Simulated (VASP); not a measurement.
Runs of VASP 6.6.1 on BeAl. Symmetry: P-6m2, No. 187, hexagonal system. Conventional cell: a = 2.716 Å, b = 2.716 Å, c = 4.019 Å, α = 90.00°, β = 90.00°, γ = 120.00°. Be (site symmetry -6m2) has 6 Al at 2.55 Å and 6 Be at 2.72 Å as nearest neighbours. Around Al (site symmetry -6m2) lie 6 Be at 2.55 Å and 6 Al at 2.72 Å. The cell was built by a generator and needn't be a form met in nature.

```tsv
task	level	potentials or basis	cell	cutoff (eV)	smearing	optimiser	other keys	gap on the mesh (eV)	pressure (GPa)	relaxed volume (Å³/atom)
atomic charges	PBE+D3	VASP PAW PBE potentials, release 54 (Be, Al)	cell strained at random at fixed volume	520	fermi-dirac 0.05 eV	-	-	none	-3.0	-
relaxation of cell and atoms	PBEsol+D3	VASP PAW PBE potentials, release 64 (Be_sv_GW, Al_GW)	relaxed from: volume scaled by 0.88	680	fermi-dirac 0.02 eV	vasp	LASPH = no	none	0.0	12.23
relaxation of cell and atoms	PBE	VASP PAW PBE potentials, release 64 (Be, Al)	relaxed	600	methfessel-paxton 0.2 eV	-	-	none	0.1	12.81
single point	PBE	VASP PAW PBE potentials, release 64 (Be, Al)	as given	520	fermi-dirac 0.05 eV	-	-	none	(a)	-
relaxation of the atoms	LDA	VASP PAW LDA potentials, release 64 (Be, Al)	atoms relaxed	520	methfessel-paxton 0.2 eV	-	-	none	-3.9	-
```

Alike in all rows: no spin polarisation; k mesh 11 × 11 × 7.

Estimate the missing entries.

(a) -0.1.

Caveats: pairwise dispersion overbinds metals, which lowers pressure and volume (some runs); the PAW data sets were made with another functional, which shifts forces and pressure a little (some runs); the relaxation stopped at its first step, so nothing moved (some runs).

A gap of «none» marks a metal or a gap under the smearing width.

The runs don't all hold the same shells in valence.
